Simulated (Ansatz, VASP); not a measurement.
# Ir (Ir wire along [100], 21 atoms a period): VASP beside Ansatz, part 2 of 3

Aim: how closely do two programs agree when they are given the same cell, functional and k mesh? Of the first pair: The structure shown is the start of the Ansatz relaxation below; VASP solves that cell, so the two are compared at the walk's first step.

VASP 6.6.1 and Ansatz 0.2.0.

So far: Starting point; Ansatz: relaxation, PBE.

**3. VASP: single point, PBE, start cell, pair 1**

Level of this step: PBE; plane waves and PAW (Ir) (VASP).

The same cell, functional, mesh and smearing now go to VASP, with its own data sets.

Lines of VASP's logs that name or quote its potential files are left out, and so is its time.

Contents of INCAR:

```
SYSTEM = Ir
PREC = Accurate
ENCUT = 400
EDIFF = 1E-06
NELM = 120
ISMEAR = -1
SIGMA = 0.05
LREAL = .FALSE.
ALGO = Normal
GGA = PE
NBANDS = 117
LASPH = .TRUE.
LORBIT = 11
LWAVE = .FALSE.
LCHARG = .FALSE.
ISIF = 2
GGA_COMPAT = .FALSE.
KPAR = 4
```

Contents of POSCAR:

```
Ir
1.0
   14.5400000000      0.0000000000      0.0000000000
    0.0000000000     14.5400000000      0.0000000000
    0.0000000000      0.0000000000      3.8700000000
Ir
21
Direct
    0.2338376891      0.5000000000      0.0000000000
    0.3669188446      0.3669188446      0.0000000000
    0.3669188446      0.6330811554      0.0000000000
    0.5000000000      0.2338376891      0.0000000000
    0.5000000000      0.5000000000      0.0000000000
    0.5000000000      0.7661623109      0.0000000000
    0.6330811554      0.3669188446      0.0000000000
    0.6330811554      0.6330811554      0.0000000000
    0.7661623109      0.5000000000      0.0000000000
    0.2338376891      0.3669188446      0.5000000000
    0.2338376891      0.6330811554      0.5000000000
    0.3669188446      0.2338376891      0.5000000000
    0.3669188446      0.5000000000      0.5000000000
    0.3669188446      0.7661623109      0.5000000000
    0.5000000000      0.3669188446      0.5000000000
    0.5000000000      0.6330811554      0.5000000000
    0.6330811554      0.2338376891      0.5000000000
    0.6330811554      0.5000000000      0.5000000000
    0.6330811554      0.7661623109      0.5000000000
    0.7661623109      0.3669188446      0.5000000000
    0.7661623109      0.6330811554      0.5000000000
```

Contents of KPOINTS:

```
Automatic mesh
0
Gamma
1 1 21
0 0 0
```

PAW data sets: Ir (PBE family, release 64).

Command:

```console
mpirun -np 4 vasp_std
```

Numbers of over 12 decimals in the logs are rounded to 6 here.

Output:

```text
[banner, memory and clock lines left out]
running    4 mpi-ranks, on    1 nodes
 distrk:  each k-point on    1 cores,    4 groups
 distr:  one band on    1 cores,    1 groups

 POSCAR found type information on POSCAR Ir
 POSCAR found :  1 types and      21 ions
|                                                                             |
|               ----> ADVICE to this user running VASP <----                  |
|                                                                             |
|     You have a (more or less) 'large supercell' and for larger cells it     |
|     might be more efficient to use real-space projection operators.         |
|     Therefore, try LREAL= Auto in the INCAR file.                           |
|     Mind: For very accurate calculation, you might also keep the            |
|     reciprocal projection scheme (i.e. LREAL=.FALSE.).                      |
|                                                                             |

 LDA part: xc-table for (Slater+PW92), standard interpolation
 POSCAR, INCAR and KPOINTS ok, starting setup
 FFT: planning ... GRIDC
 FFT: planning ... GRID_SOFT
 FFT: planning ... GRID
 WAVECAR not read
 entering main loop
       N       E                     dE             d eps       ncg     rms          rms(c)
DAV:   1     0.150876856569E+04    0.15088E+04   -0.66031E+04  2574   0.113E+03
DAV:   2     0.517663178218E+01   -0.15036E+04   -0.14035E+04  2614   0.388E+02
DAV:   3    -0.157141259298E+03   -0.16232E+03   -0.14663E+03  3420   0.108E+02
DAV:   4    -0.170962978913E+03   -0.13822E+02   -0.12708E+02  3788   0.298E+01
DAV:   5    -0.171663011756E+03   -0.70003E+00   -0.66834E+00  3884   0.545E+00    0.499E+01
DAV:   6    -0.163739583657E+03    0.79234E+01   -0.29378E+01  3812   0.259E+01    0.298E+01
DAV:   7    -0.191168552776E+03   -0.27429E+02   -0.10438E+02  4690   0.612E+01    0.431E+01
DAV:   8    -0.160547733851E+03    0.30621E+02   -0.36157E+01  4916   0.436E+01    0.720E+00
DAV:   9    -0.162388350096E+03   -0.18406E+01   -0.17948E+01  4167   0.197E+01    0.135E+01
DAV:  10    -0.160577940616E+03    0.18104E+01   -0.30852E+00  4402   0.114E+01    0.365E+00
DAV:  11    -0.160560321262E+03    0.17619E-01   -0.48765E-01  4100   0.345E+00    0.215E+00
DAV:  12    -0.160526173247E+03    0.34148E-01   -0.15553E-01  4159   0.251E+00    0.111E+00
DAV:  13    -0.160522035452E+03    0.41378E-02   -0.18861E-02  3831   0.774E-01    0.447E-01
DAV:  14    -0.160522058689E+03   -0.23237E-04   -0.13366E-02  4197   0.757E-01    0.335E-01
[...]
DAV:  18    -0.160520040874E+03   -0.14214E-03   -0.10869E-04  3759   0.420E-02    0.319E-02
DAV:  19    -0.160520264476E+03   -0.22360E-03   -0.36120E-05  3770   0.267E-02    0.151E-02
DAV:  20    -0.160520452797E+03   -0.18832E-03   -0.15628E-05  3130   0.128E-02    0.426E-03
DAV:  21    -0.160520496384E+03   -0.43587E-04   -0.36957E-06  2362   0.587E-03    0.438E-03
DAV:  22    -0.160520514862E+03   -0.18478E-04   -0.12926E-06  1751   0.462E-03    0.303E-03
DAV:  23    -0.160520525451E+03   -0.10588E-04   -0.12234E-06  1792   0.258E-03    0.955E-04
DAV:  24    -0.160520527158E+03   -0.17079E-05   -0.26928E-07  1528   0.159E-03    0.510E-04
DAV:  25    -0.160520527373E+03   -0.21432E-06   -0.61221E-08  1407   0.728E-04
   1 F= -.16052053E+03 E0= -.16039516E+03  d E =-.250726E+00
```

OUTCAR, selected parts (step 3):

```text
ion  position               nearest neighbor table
   1  0.234  0.500  0.000-  10 2.74  11 2.74  10 2.74  11 2.74   2 2.74   3 2.74  13 2.74  13 2.74

  LATTYP: Found a simple tetragonal cell.
 ALAT       =    14.5400000000
 C/A-ratio  =     0.2661623109

 Subroutine GETGRP returns: Found 16 space group operations
 (whereof 16 operations were pure point group operations)

The static configuration has the point symmetry D_4h.

 Found     11 irreducible k-points:

   k-points           NKPTS =     11   k-points in BZ     NKDIM =     11   number of bands    NBANDS=    117

   dimension x,y,z NGX =    96 NGY =   96 NGZ =   28
   dimension x,y,z NGXF=   192 NGYF=  192 NGZF=   56

   ENCUT  =  400.0 eV  29.40 Ry    5.42 a.u.  23.71 23.71  6.31*2*pi/ulx,y,z

   NELECT =     189.0000    total number of electrons

 k-points in reciprocal lattice and weights: Automatic mesh
   0.00000000  0.00000000  0.00000000       0.048
   0.00000000  0.00000000  0.04761905       0.095
   0.00000000  0.00000000  0.09523810       0.095
   0.00000000  0.00000000  0.14285714       0.095
   0.00000000  0.00000000  0.19047619       0.095
   0.00000000  0.00000000  0.23809524       0.095
   0.00000000  0.00000000  0.28571429       0.095
   0.00000000  0.00000000  0.33333333       0.095
   0.00000000  0.00000000  0.38095238       0.095
   0.00000000  0.00000000  0.42857143       0.095
   0.00000000  0.00000000  0.47619048       0.095

 average (electrostatic) potential at core
       1 -57.9351       2 -58.3808       3 -58.3808       4 -57.9351       5 -58.5782
       6 -57.9351       7 -58.3808       8 -58.3808       9 -57.9351      10 -57.5435
      11 -57.5435      12 -57.5435      13 -58.6687      14 -57.5435      15 -58.6687
      16 -58.6687      17 -57.5435      18 -58.6687      19 -57.5435      20 -57.5435
      21 -57.5435

 E-fermi :   0.4775

 k-point     1 :       0.0000    0.0000    0.0000
  band No.  band energies     occupation
    ...
     89       0.3919      1.69401
     90       0.4075      1.60450
     91       0.4075      1.60450
     92       0.4632      1.14218
     93       0.5230      0.57357
     94       0.5367      0.46835
     95       0.5367      0.46835
     96       0.6995      0.02330
     97       0.7037      0.02146
     98       0.7283      0.01318
    ...

 k-point     2 :       0.0000    0.0000    0.0476
  band No.  band energies     occupation
    ...
     89       0.3328      1.89509
     90       0.3328      1.89509
     91       0.3585      1.83046
     92       0.4550      1.22097
     93       0.4730      1.04529
     94       0.5385      0.45613
     95       0.6068      0.14006
     96       0.6068      0.14006
     97       0.7146      0.01727
     98       0.7711      0.00562
    ...

 k-point     3 :       0.0000    0.0000    0.0952
  band No.  band energies     occupation
    ...
     89       0.2501      1.97902
     90       0.2501      1.97902
     91       0.2712      1.96820
     92       0.3099      1.93233
     93       0.4047      1.62192
     94       0.5409      0.43911
     95       0.6807      0.03379
     96       0.6807      0.03379
     97       0.7061      0.02045
     98       0.7803      0.00468
    ...

  Total      -33.9575186    -33.9575186    -40.5956868      0.0000000     -0.0000000      0.0000000
  in kB      -66.4977194    -66.4977194    -79.4969923      0.0000000     -0.0000000      0.0000000
  external PRESSURE =     -70.8308104 kB  Pullay stress =       0.0000000 kB

  energy-cutoff  :      400.00
  volume of cell :      818.16
      direct lattice vectors                 reciprocal lattice vectors
    14.540000000  0.000000000  0.000000000     0.068775791  0.000000000  0.000000000
     0.000000000 14.540000000  0.000000000     0.000000000  0.068775791  0.000000000
     0.000000000  0.000000000  3.870000000     0.000000000  0.000000000  0.258397933

 POSITION                                       TOTAL-FORCE (eV/Angst)
 -----------------------------------------------------------------------------------
      3.40000      7.27000      0.00000         0.916783     -0.000000     -0.000000
      5.33500      5.33500      0.00000        -1.202458     -1.202458      0.000000
      5.33500      9.20500      0.00000        -1.202458      1.202458      0.000000
      7.27000      3.40000      0.00000        -0.000000      0.916783      0.000000
      7.27000      7.27000      0.00000        -0.000000     -0.000000      0.000000
      7.27000     11.14000      0.00000        -0.000000     -0.916783     -0.000000
      9.20500      5.33500      0.00000         1.202458     -1.202458     -0.000000
      9.20500      9.20500      0.00000         1.202458      1.202458     -0.000000
     11.14000      7.27000      0.00000        -0.916783     -0.000000      0.000000
      3.40000      5.33500      1.93500         1.830823      1.179426     -0.000000
      3.40000      9.20500      1.93500         1.830823     -1.179426      0.000000
      5.33500      3.40000      1.93500         1.179426      1.830823      0.000000
      5.33500      7.27000      1.93500        -0.353434     -0.000000      0.000000
      5.33500     11.14000      1.93500         1.179426     -1.830823     -0.000000
      7.27000      5.33500      1.93500        -0.000000     -0.353434      0.000000
      7.27000      9.20500      1.93500        -0.000000      0.353434      0.000000
      9.20500      3.40000      1.93500        -1.179426      1.830823      0.000000
      9.20500      7.27000      1.93500         0.353434     -0.000000     -0.000000
      9.20500     11.14000      1.93500        -1.179426     -1.830823     -0.000000
     11.14000      5.33500      1.93500        -1.830823      1.179426      0.000000
     11.14000      9.20500      1.93500        -1.830823     -1.179426      0.000000
 -----------------------------------------------------------------------------------
    total drift:                                0.000000      0.000000     -0.000000

  FREE ENERGIE OF THE ION-ELECTRON SYSTEM (eV)
  ---------------------------------------------------
  free  energy   TOTEN  =      -160.5205273728 eV

  energy  without entropy=     -160.2698017491  energy(sigma->0) =     -160.39516456

 total charge
# of ion       s       p       d       tot
------------------------------------------
    1        0.637   0.490   6.860   7.987
    2        0.647   0.643   6.892   8.181
    3        0.647   0.643   6.892   8.181
    4        0.637   0.490   6.860   7.987
    5        0.653   0.703   6.934   8.290
    6        0.637   0.490   6.860   7.987
    7        0.647   0.643   6.892   8.181
    8        0.647   0.643   6.892   8.181
    9        0.637   0.490   6.860   7.987
   10        0.613   0.335   6.936   7.884
   11        0.613   0.335   6.936   7.884
   12        0.613   0.335   6.936   7.884
   13        0.657   0.691   6.900   8.248
   14        0.613   0.335   6.936   7.884
   15        0.657   0.691   6.900   8.248
   16        0.657   0.691   6.900   8.248
   17        0.613   0.335   6.936   7.884
   18        0.657   0.691   6.900   8.248
   19        0.613   0.335   6.936   7.884
   20        0.613   0.335   6.936   7.884
   21        0.613   0.335   6.936   7.884
--------------------------------------------------
tot         13.321  10.677 145.029 169.026

[... 3 further parts left out ...]
```

**4. Comparison**

Known differences besides the potentials themselves: the data sets hold 357 valence electrons in Ansatz (on its PAW soft_1 files) and 189 in VASP; the cutoff is 420 eV in Ansatz and 400 eV in VASP. Total energies have different zeros and are not compared.

Forces on 10 of the 21 atoms, those with the largest forces and the largest differences (eV/Å; atoms numbered as in POSCAR):

```
atom         Ansatz x, y, z           VASP x, y, z
 Ir1    0.960, 0.000, 0.000    0.917, 0.000, 0.000
 Ir4    0.000, 0.960, 0.000    0.000, 0.917, 0.000
 Ir6   0.000, -0.960, 0.000   0.000, -0.917, 0.000
Ir10    1.862, 1.201, 0.000    1.831, 1.179, 0.000
Ir11   1.862, -1.201, 0.000   1.831, -1.179, 0.000
Ir12    1.201, 1.862, 0.000    1.179, 1.831, 0.000
Ir14   1.201, -1.862, 0.000   1.179, -1.831, 0.000
Ir19  -1.201, -1.862, 0.000  -1.179, -1.831, 0.000
Ir20   -1.862, 1.201, 0.000   -1.831, 1.179, 0.000
Ir21  -1.862, -1.201, 0.000  -1.831, -1.179, 0.000
```

The forces differ by 18 meV/Å r.m.s., which is 2.0 % of the r.m.s. force of 0.920 eV/Å (both taken over all components).

**5. Ansatz: relaxation, PBE**

This run makes the geometry at which the two programs are then compared. The cell compared in this pair holds 796.33 Å³, against 818.16 Å³ for the pair before.

The structure compared here is the end of the Ansatz relaxation.

Contents of input.yaml:

```yaml
crystal:
  lattice:
    - [14.54, 0.0, 0.0]
    - [0.0, 14.54, 0.0]
    - [0.0, 0.0, 3.87]
  atoms:
    - { symbol: Ir, position: [0.233837689, 0.5, 0.0] }
    - { symbol: Ir, position: [0.366918845, 0.366918845, 0.0] }
    - { symbol: Ir, position: [0.366918845, 0.633081155, 0.0] }
    - { symbol: Ir, position: [0.5, 0.233837689, 0.0] }
    - { symbol: Ir, position: [0.5, 0.5, 0.0] }
    - { symbol: Ir, position: [0.5, 0.766162311, 0.0] }
    - { symbol: Ir, position: [0.633081155, 0.366918845, 0.0] }
    - { symbol: Ir, position: [0.633081155, 0.633081155, 0.0] }
    - { symbol: Ir, position: [0.766162311, 0.5, 0.0] }
    - { symbol: Ir, position: [0.233837689, 0.366918845, 0.5] }
    - { symbol: Ir, position: [0.233837689, 0.633081155, 0.5] }
    - { symbol: Ir, position: [0.366918845, 0.233837689, 0.5] }
    - { symbol: Ir, position: [0.366918845, 0.5, 0.5] }
    - { symbol: Ir, position: [0.366918845, 0.766162311, 0.5] }
    - { symbol: Ir, position: [0.5, 0.366918845, 0.5] }
    - { symbol: Ir, position: [0.5, 0.633081155, 0.5] }
    - { symbol: Ir, position: [0.633081155, 0.233837689, 0.5] }
    - { symbol: Ir, position: [0.633081155, 0.5, 0.5] }
    - { symbol: Ir, position: [0.633081155, 0.766162311, 0.5] }
    - { symbol: Ir, position: [0.766162311, 0.366918845, 0.5] }
    - { symbol: Ir, position: [0.766162311, 0.633081155, 0.5] }
kpoints:
  mp_grid: { grid: [1, 1, 21] }
scf:
  occupations: { method: fermi_dirac, width: 0.05 }
hamiltonian:
  xc: pbe
  pseudopotentials: { kind: paw, azcp: { folder: soft_1 } }
relax:
  cell: { fix: [a, b, alpha, beta, gamma] }
  max_steps: 45
  f_tol: 0.03
```

Command:

```console
ansatz run input.yaml --threads 4 --pin off --max-ram 16384MiB --backend cpu --events-out ev --progress --plain --runs-dir out
```

Output:

```text
[...]
Crystal: 21 atoms, lattice volume = 818.163 Å³
Basis set: ecut = 420 eV, 16025 PW (Γ), exchange–correlation on 200×200×54 points (8 copies of the dense FFT grid, shifted against one another)
Bands: 215, of which v1, the nominal top of the filled ones, is band 179 counted from 1 (178 counted from 0)
Symmetry: 16 space group operations
[...]
k-points: 11 of 21
[...]
- { symbol: Ir, position: [0.5, 0.5, 0.0] }
    - { symbol: Ir, position: [0.5, 0.759615, 0.0] }
    - { symbol: Ir, position: [0.639280, 0.360720, 0.0] }
    - { symbol: Ir, position: [0.639280, 0.639280, 0.0] }
[...]
- { symbol: Ir, position: [0.630030, 0.5, 0.5] }
    - { symbol: Ir, position: [0.628090, 0.758994, 0.5] }
    - { symbol: Ir, position: [0.758994, 0.371910, 0.5] }
    - { symbol: Ir, position: [0.758994, 0.628090, 0.5] }
[key lines of the parts left out:]
SCF converged after 6 iterations
Free energy (F): -250650.441640 eV
Fermi energy:    6.407372 eV
P = ⅓ Tr σ = -0.0056 GPa (-0.056 kbar)
```

(Continued in part 3 of 3.)

[Lines on the potential files, build, host, timing and source positions are cut from VASP's logs without a mark.]

[Logs are printed without paths, hosts, clocks, repeated set-up lines and the standing remarks that a program may print on its own settings, such as how far it seeks lower states.]

[Hosts, paths, dates, database ids (printed as entryN), source tags and the programs' standing remarks are cut or masked in the printed files.]
